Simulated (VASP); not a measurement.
Method: r2SCAN meta-GGA, VASP's PBE PAW potentials (set 64) (plane waves; VASP).

Input for VASP

KPOINTS_OPT:
```
k-points along high-symmetry lines
6
Line-mode
Reciprocal
  0.000000   0.000000   0.000000 ! GAMMA
  0.500000  -0.000000   0.000000 ! M

  0.500000  -0.000000   0.000000 ! M
  0.333333   0.333333   0.000000 ! K

  0.333333   0.333333   0.000000 ! K
  0.000000   0.000000   0.000000 ! GAMMA

  0.000000   0.000000   0.000000 ! GAMMA
  0.000000   0.000000   0.500000 ! A

  0.000000   0.000000   0.500000 ! A
  0.500000  -0.000000   0.500000 ! L

  0.500000  -0.000000   0.500000 ! L
  0.333333   0.333333   0.500000 ! H

  0.333333   0.333333   0.500000 ! H
  0.000000   0.000000   0.500000 ! A

  0.500000  -0.000000   0.500000 ! L
  0.500000  -0.000000   0.000000 ! M

  0.333333   0.333333   0.500000 ! H
  0.333333   0.333333   0.000000 ! K
```

POSCAR:
```
ScSi
1
    3.5062029955    -0.0000000000     0.0000000000
   -1.7531014978     3.0364608347    -0.0000000000
   -0.0000000000     0.0000000000     7.5899576739
Sc Si
2 2
Direct
  0.0000000000   0.0000000000   0.0000000000
  0.0000000000   0.0000000000   0.5000000000
  0.3333330000   0.6666670000   0.2500000000
  0.6666670000   0.3333330000   0.7500000000
```

File KPOINTS:
```
Automatic mesh
0
Gamma
11 11 5
0 0 0
```

### INCAR
```
ALGO = Normal
EDIFF = 1E-7
ENCUT = 400
ISIF = 2
ISMEAR = -5
LASPH = T
LCHARG = F
LEFG = T
LMAXMIX = 4
LMIXTAU = T
LORBIT = 11
LREAL = F
LWAVE = F
METAGGA = R2SCAN
NEDOS = 601
NELM = 100
PREC = Accurate
SYSTEM = ScSi
```

POTCAR, in this order: Sc_sv Si (PBE.64 set). Program: vasp_std.

Task: Estimate the energy per atom (σ→0), band gap (over mesh and band path).

Result: 
```yaml
energy per atom (σ→0): -10.473 eV/atom
band gap (over mesh and band path): none (metal, semimetal or under 0.01 eV)
```

OSZICAR:
```
...
DAV:  28    -0.418939132584E+02    0.51612E-06   -0.14381E-08  1065   0.140E-03    0.300E-04
DAV:  29    -0.418939138123E+02   -0.55389E-06   -0.60828E-09  1065   0.129E-03    0.135E-04
DAV:  30    -0.418939136716E+02    0.14071E-06   -0.27269E-09  1056   0.998E-04    0.488E-05
DAV:  31    -0.418939138603E+02   -0.18872E-06   -0.19404E-09  1053   0.583E-04    0.406E-05
DAV:  32    -0.418939138312E+02    0.29055E-07   -0.54811E-10  1047   0.479E-04
   1 F= -.41893914E+02 E0= -.41893914E+02  d E =0.000000E+00
       N       E                     dE             ncg
       N       E                     dE             ncg
```

The structure was generated: ScSi was put into the NiAs type type (P6_3/mmc), which need not be its known phase. It was relaxed first, which changed the volume by -25 %.
